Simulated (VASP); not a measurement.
These are PBE GGA, VASP's PBE PAW potentials (set 64) (plane waves; VASP) values and carry that method's errors.

VASP input:

**INCAR**
```
ALGO=Normal
EDIFF=1E-6
EDIFFG=-0.02
ENCUT=500
GGA=PE
IBRION=2
ISIF=3
ISMEAR=1
LASPH=T
LCHARG=F
LMAXMIX=6
LREAL=F
LWAVE=F
NELM=100
NSW=40
PREC=Accurate
PSTRESS=100
SIGMA=0.1
SYSTEM=AuZn
```

### POSCAR
```
AuZn
1.0
  3.1137180208   0.0000000000   0.0000000000
  0.0000000000   3.1137180208   0.0000000000
  0.0000000000   0.0000000000   3.1137180208
Zn Au
1 1
direct
  0.5000000000   0.5000000000   0.5000000000
  0.0000000000   0.0000000000   0.0000000000
```

### KPOINTS
```
Regular mesh
0
Gamma
 12 12 12
```

POTCAR, in this order: Zn Au (PBE.64 set). Program: vasp_std.

Output

File OSZICAR:
```
       N       E                     dE             d eps       ncg     rms          rms(c)
DAV:   1     0.122865396701E+03    0.12287E+03   -0.11718E+04  2600   0.194E+03
DAV:   2    -0.140012673140E+01   -0.12427E+03   -0.12013E+03  2660   0.338E+02
DAV:   3    -0.513330948957E+01   -0.37332E+01   -0.37231E+01  3094   0.670E+01
DAV:   4    -0.515565936435E+01   -0.22350E-01   -0.22348E-01  2905   0.458E+00
DAV:   5    -0.515591737364E+01   -0.25801E-03   -0.25801E-03  3087   0.500E-01    0.940E+00
DAV:   6    -0.472448740819E+01    0.43143E+00   -0.14361E+00  2590   0.144E+01    0.585E+00
DAV:   7    -0.469620502816E+01    0.28282E-01   -0.40673E-02  3270   0.443E+00    0.300E+00
DAV:   8    -0.468804478674E+01    0.81602E-02   -0.90440E-03  2856   0.113E+00    0.138E-01
DAV:   9    -0.468805705384E+01   -0.12267E-04   -0.29238E-04  2973   0.265E-01    0.676E-02
DAV:  10    -0.468806950915E+01   -0.12455E-04   -0.33089E-05  3121   0.909E-02    0.180E-02
DAV:  11    -0.468807001115E+01   -0.50200E-06   -0.59814E-06  2793   0.525E-02
   1 F= -.28038689E+01 E0= -.28037399E+01  d E =-.280387E+01
```

### OUTCAR
```
------------------------ aborting loop because EDIFF is reached ----------------------------------------
  FORCE on cell =-STRESS in cart. coord.  units (eV):
  Direction    XX          YY          ZZ          XY          YZ          ZX
  --------------------------------------------------------------------------------------
  Total        1.8593012      1.8593012      1.8593012      0.0000000     -0.0000000      0.0000000
  in kB       98.6784877     98.6784877     98.6784877      0.0000000     -0.0000000      0.0000000
  external PRESSURE =      -1.3215123 kB  Pullay stress =     100.0000000 kB
  volume of cell :       30.19
      direct lattice vectors                 reciprocal lattice vectors
     3.113718021  0.000000000  0.000000000     0.321159461  0.000000000  0.000000000
     0.000000000  3.113718021  0.000000000     0.000000000  0.321159461  0.000000000
     0.000000000  0.000000000  3.113718021     0.000000000  0.000000000  0.321159461
 POSITION                                       TOTAL-FORCE (eV/Angst)
 -----------------------------------------------------------------------------------
      1.55686      1.55686      1.55686         0.000000      0.000000      0.000000
      0.00000      0.00000      0.00000         0.000000      0.000000      0.000000
 -----------------------------------------------------------------------------------
    total drift:                                0.000000      0.000000     -0.000000
  FREE ENERGIE OF THE ION-ELECTRON SYSTEM (eV)
  ---------------------------------------------------
  free  energy   TOTEN  =        -4.6880700111 eV

  energy  without entropy=       -4.6876830646  energy(sigma->0) =       -4.68794103
  enthalpy is  TOTEN    =        -2.8038688888 eV   P V=        1.8842011223

 reached required accuracy - stopping structural energy minimisation
```
(Selected blocks of OUTCAR.)

OUTCAR:
```
 val. band max:        7.4115257159   @ k =   0.4167   0.4167   0.1667

 cond. band min:       7.5868094863   @ k =   0.5000   0.4167   0.2500


 Fermi energy:         7.5849827527

 k-point     1 :       0.0000    0.0000    0.0000
  band No.  band energies     occupation
      1      -3.4246      2.00000
      2      -0.7958      2.00000
      3      -0.7958      2.00000
      4      -0.0248      2.00000
      5      -0.0248      2.00000
      6      -0.0248      2.00000
      7       1.9431      2.00000
      8       1.9431      2.00000
      9       3.6974      2.00000
     10       3.6974      2.00000
     11       3.6974      2.00000
     12      12.5435      0.00000
     13      12.5435      0.00000
     14      12.5435      0.00000
     15      16.7659      0.00000

 k-point     2 :       0.0833    0.0000    0.0000
  band No.  band energies     occupation
      1      -3.2978      2.00000
      2      -0.7656      2.00000
      3      -0.7555      2.00000
      4      -0.0261      2.00000
      5      -0.0261      2.00000
      6      -0.0134      2.00000
      7       1.9201      2.00000
      8       1.9770      2.00000
      9       3.5972      2.00000
     10       3.5972      2.00000
     11       3.6860      2.00000
     12      11.5985      0.00000
     13      12.7856      0.00000
     14      12.7856      0.00000
     15      17.3309      0.00000

 k-point     3 :       0.1667    0.0000    0.0000
  band No.  band energies     occupation
      1      -2.9255      2.00000
      2      -0.6800      2.00000
      3      -0.6466      2.00000
      4      -0.0287      2.00000
      5      -0.0287      2.00000
      6       0.0181      2.00000
      7       1.8539      2.00000
      8       2.0697      2.00000
      9       3.3389      2.00000
     10       3.3389      2.00000
     11       3.6545      2.00000
     12       9.8258      0.00000
     13      13.4699      0.00000
     14      13.4699      0.00000
     15      17.9009      0.00000
...
```

Unless said otherwise, spin-orbit coupling is left out, though it shifts the bands of the heavy elements here.

The compound is AuZn in the CsCl type structure. It was relaxed first under an external pressure of 10 GPa. The electron count is odd and the run is not spin-polarised, which forces a metal.
